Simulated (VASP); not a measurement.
Consider the following.

```yaml
crystal:
  lattice:
    - [0.00000, 2.71612, 2.71612]
    - [2.71612, 0.00000, 2.71612]
    - [2.71612, 2.71612, 0.00000]
  atoms:
    - { symbol: Li, position: [0.00000, 0.00000, 0.00000] }
    - { symbol: Br, position: [0.50000, 0.50000, 0.50000] }
```

Method: PBE GGA with D4 dispersion, VASP's PBE PAW potentials (set 64) (plane waves; VASP). Settings: 520 eV cut-off, Gaussian smearing of 0.050 eV, potentials Li_sv Br.

Question: Estimate the band gap (along the path) with the smallest direct gap where there is one.

Answer: 
```json
{
  "band gap (along the path)": "5.11 eV",
  "smallest direct gap (along the path)": "5.12 eV"
}
```

The absolute energy has meaning only against runs of the same code, potentials and settings.

The compound is LiBr in the rock salt structure. It was relaxed first.
